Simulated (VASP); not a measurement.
An input for Ansatz (written as the equivalent of a VASP run, and not itself run):

Ansatz 0.2 input:
```yaml
crystal:
  lattice:
    - [0.0000000, 2.2250857, 2.2250857]
    - [2.2250857, 0.0000000, 2.2250857]
    - [8.8308376, 8.8308376, 0.0695052]
  atoms:
    - { symbol: Ti, position: [0.0000000, 0.0000000, 0.0000000] }
    - { symbol: N, position: [0.5091956, 0.5091956, 0.1181033] }
    - { symbol: N, position: [0.5050803, 0.5050803, 0.3711898] }
    - { symbol: N, position: [0.4949197, 0.4949197, 0.6288102] }
    - { symbol: N, position: [0.4908044, 0.4908044, 0.8818967] }
    - { symbol: Hf, position: [0.0119344, 0.0119344, 0.2410492] }
    - { symbol: Hf, position: [0.0000000, 0.0000000, 0.5000000] }
    - { symbol: Hf, position: [0.9880656, 0.9880656, 0.7589508] }
kpoints:
  mp_grid: { grid: [11, 11, 3] }
hamiltonian:
  xc: pbesol
  pseudopotentials: { kind: paw }
scf:
  occupations: { method: methfessel_paxton, width: 0.1 }
  max_iter: 100
relax:
  max_steps: 60
  f_tol: 0.02
  cell: {}
output: { forces: true, stress: true, eigenvalues: true }
```

Question: Translate this input to VASP (INCAR, KPOINTS, POSCAR, choice of POTCAR).

Answer: This is not unique; one that fits is 
POSCAR:
```
Hf3TiN4
1
    0.0000000000     2.2250856976     2.2250856976
    2.2250856976     0.0000000000     2.2250856976
    8.8308376269     8.8308376269     0.0695051635
Ti N Hf
1 4 3
Direct
  0.0000000000   0.0000000000   0.0000000000
  0.5091956244   0.5091956244   0.1181032817
  0.5050802967   0.5050802967   0.3711897775
  0.4949197033   0.4949197033   0.6288102225
  0.4908043756   0.4908043756   0.8818967183
  0.0119344229   0.0119344229   0.2410491828
  0.0000000000   0.0000000000   0.5000000000
  0.9880655771   0.9880655771   0.7589508172
```

**INCAR**
```
SYSTEM = Hf3TiN4
PREC = Accurate
ENCUT = 520
EDIFF = 1E-6
NELM = 100
ALGO = Normal
LREAL = .FALSE.
LASPH = .TRUE.
ISMEAR = 1
SIGMA = 0.1
GGA = PS
LMAXMIX = 6
LWAVE = .FALSE.
LCHARG = .FALSE.
IBRION = 2
ISIF = 3
NSW = 60
EDIFFG = -0.02
```

### KPOINTS
```
Automatic mesh
0
Gamma
11 11 3
0 0 0
```

POTCAR, in this order: Ti_sv N Hf_pv (PBE.64 set). Program: vasp_std.

The two are equivalent in intent, not identical: each code has its own PAW files, so the cut-off isn't converted (ENCUT is set for VASP's; basis.ecutwfc is left out, and Ansatz then takes the one that its files recommend); Ansatz stops its SCF on the density residual and VASP on the energy change (EDIFF).

The structure was generated: Hf3TiN4 was put into an ordered model structure (R-3m), which need not be its known phase. This run relaxes it. Symmetry was kept, so distortions that lower it aren't found. The start is the result of an earlier pass.
